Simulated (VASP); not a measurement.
All values below come from r2SCAN+rVV10, VASP's PBE PAW potentials (set 64) (plane waves; VASP 6.6.1).

The input files of a VASP run:

### KPOINTS
```
Automatic mesh
0
Gamma
8 8 8
0 0 0
```

**INCAR**
```
# general
SYSTEM  =Rb
PREC    =Accurate
ENCUT   =520
LREAL   =.FALSE.
LASPH   =.TRUE.

# electronic loop
EDIFF   =1E-6
NELM    =100
ALGO    =Normal
LMAXMIX =4
LMIXTAU =.TRUE.

# smearing
ISMEAR  =1
SIGMA   =0.1

# functional
METAGGA =R2SCAN
LUSE_VDW=.TRUE.
BPARAM  =11.95
CPARAM  =0.0093

# ions
IBRION  =2
NSW     =60
ISIF    =3
EDIFFG  =-0.01

# output
LWAVE   =.FALSE.
LCHARG  =.FALSE.
```

File POSCAR:
```
Rb
1.0
 -2.8250000000   2.8250000000   2.8250000000
  2.8250000000  -2.8250000000   2.8250000000
  2.8250000000   2.8250000000  -2.8250000000
Rb
1
Cartesian
  0.0000000000   0.0000000000   0.0000000000
```

POTCAR, in this order: Rb_sv (PBE.64 set). Program: vasp_std.

Energy and stress use the plane-wave basis of the starting cell.

### Question
Predict the energy per atom (σ→0), volume per atom, band gap (on the k-mesh).

### Answer

* **energy per atom (σ→0)**: -1313.9 kJ/mol-atom
* **band gap (on the k-mesh)**: none (metal, semimetal or under 0.01 eV)
* **volume per atom**: 92.23 Å³/atom

**OSZICAR**
```
...
DAV:   5    -0.136174250834E+02    0.24107E-03   -0.75667E-04   464   0.314E-01    0.174E-02
DAV:   6    -0.136175729279E+02   -0.14784E-03   -0.54635E-04   464   0.275E-01    0.155E-02
DAV:   7    -0.136174282408E+02    0.14469E-03   -0.78323E-04   464   0.306E-01    0.110E-02
DAV:   8    -0.136174829095E+02   -0.54669E-04   -0.12027E-04   464   0.122E-01    0.715E-03
DAV:   9    -0.136174785602E+02    0.43493E-05   -0.66478E-05   496   0.110E-01    0.181E-03
DAV:  10    -0.136174746898E+02    0.38704E-05   -0.49180E-06   512   0.247E-02    0.748E-04
DAV:  11    -0.136174738755E+02    0.81435E-06   -0.85888E-07   512   0.117E-02
   3 F= -.13617474E+02 E0= -.13617108E+02  d E =-.461448E-03
```

The compound is Rb in the bcc structure. This run relaxes it. Symmetry was kept, so distortions that lower it aren't found.
